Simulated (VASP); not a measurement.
NiMoIrPdW: single point with PBE

NiMoIrPdW:

```
Ni Mo Pd Ir W
1.0
     4.11705    0.00000    0.00000
    -2.05853    3.56547    0.00000
     0.00000    0.00000    5.44580
Ni Mo Pd Ir W
1 1 1 1 1
Direct
  0.99229 0.99519 0.95688
  0.67949 0.33550 0.95727
  0.67010 0.33714 0.46699
  0.33770 0.67560 0.72219
  0.33196 0.66136 0.23611
```

The cell was built by a generator and needn't be a form met in nature.

The cell isn't the ideal one: atoms moved at random, drawn with an rms of 0.05 Å.

```json
{"Program": "VASP 6.6.1", "Task": "single point", "Functional": "PBE", "Potentials or basis": "VASP PAW PBE potentials, release 64 (Ni, Mo_sv, Pd, Ir, W_sv)", "Cutoff": "520 eV", "k mesh": "8 × 8 × 5", "Occupations": "fermi-dirac, width 0.05 eV", "Spin": "collinear spin, ferromagnetic start", "Starting moments": "[1.0, 1.0, 0.0, 0.6, 0.0] μB", "Further INCAR settings": "ALGO = Normal; EDIFF = 1e-07; NBANDS = 40"}
```

```yaml
Pressure: 0.3 GPa
Largest_force: 0.999 eV/Å
Band_gap_on_the_k_mesh: none (metal or under the smearing width)
Net_moment: 0.00 μB per cell
Valence_electrons_inside_the_program's_atomic_spheres: Ni 9.46; Mo 12.56; Pd 9.59; Ir 8.33; W 11.86
```

Forces on the atoms (eV/Å):
```
Ni   0.764  0.336 -0.048
Mo  -0.848 -0.168  0.499
Pd  -0.106 -0.068 -0.504
Ir   0.131 -0.248  0.222
W    0.060  0.148 -0.169
```

Stress tensor (GPa, compression positive):
```
 0.24 -1.01 -0.26
-1.01  0.67 -0.09
-0.26 -0.09  0.06
```

Levels at points of the mesh, in eV from the Fermi level:
Spin up:
```
           k point  band 25  band 26  band 27  band 28  band 29  band 30  band 31  band 32
(0.00, 0.00, 0.00)    -1.74    -0.98    -0.82    -0.65     0.81     0.82     1.78     1.80
(0.50, 0.00, 0.00)    -1.44    -1.12    -0.47    -0.34     0.99     1.06     1.33     1.67
(0.00, 0.50, 0.00)    -1.44    -1.03    -0.49    -0.26     0.98     1.24     1.28     1.62
(0.50, 0.50, 0.00)    -1.40    -0.97    -0.48    -0.25     0.90     1.18     1.34     1.61
```
Spin down:
```tsv
k point	band 24	band 25	band 26	band 27	band 28	band 29	band 30	band 31	band 32	band 33
(0.00, 0.00, 0.00)	-1.76	-1.74	-0.98	-0.82	-0.65	0.81	0.82	1.78	1.80	2.94
(0.50, 0.00, 0.00)	-1.61	-1.44	-1.12	-0.47	-0.34	0.99	1.06	1.33	1.67	1.90
(0.00, 0.50, 0.00)	-1.58	-1.44	-1.03	-0.49	-0.26	0.98	1.24	1.28	1.62	1.87
(0.50, 0.50, 0.00)	-1.58	-1.40	-0.97	-0.48	-0.25	0.90	1.18	1.34	1.61	1.92
```

It took 5.7 min on 4 MPI ranks on Intel(R) Xeon(R) Platinum 8488C (Sapphire Rapids), with other jobs on the host, peak memory 0.94 GiB a rank.

The run has no spin-orbit coupling, so splittings on Ir, W are missing.
